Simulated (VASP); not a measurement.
## TbTe (space group P-6m2): computed properties

Method: PBEsol GGA, VASP's PBE PAW potentials (set 64) (plane waves; VASP).

```json
{
 "space_group": "P-6m2 (187)",
 "cell": "a = 4.0551 Å, b = 4.0551 Å, c = 3.9954 Å, α = 90.00°, β = 90.00°, γ = 120.00°",
 "volume_per_atom": "28.45 Å³/atom",
 "band gap (over mesh and band path)": "none (metal, semimetal or under 0.01 eV)",
 "band_gap_with_spin_orbit_coupling": "none (metallic)",
 "density": "8.36 g/cm³"
}
```

```cif
data_TbTe
_chemical_formula_sum 'Tb1 Te1'
_space_group_name_H-M_alt 'P 1'
_space_group_IT_number 1
_cell_length_a 4.05511
_cell_length_b 4.05511
_cell_length_c 3.99545
_cell_angle_alpha 90.000
_cell_angle_beta 90.000
_cell_angle_gamma 120.000
loop_
_space_group_symop_operation_xyz
  'x, y, z'
loop_
_atom_site_label
_atom_site_type_symbol
_atom_site_fract_x
_atom_site_fract_y
_atom_site_fract_z
_atom_site_occupancy
Tb1 Tb 0.66667 0.33333 0.50000 1
Te1 Te 0.33333 0.66667 0.00000 1
```

The 4f electrons are frozen in the core of the lanthanide potential, so 4f levels, which can set the real gap, and their magnetism are missing. Unless said otherwise, spin-orbit coupling is left out, though it shifts the bands of the heavy elements here.

The structure comes from a computed database's TbTe entry (P-6m2); how it stands against other phases isn't given here. It was relaxed first. Symmetry was kept, so distortions that lower it aren't found.
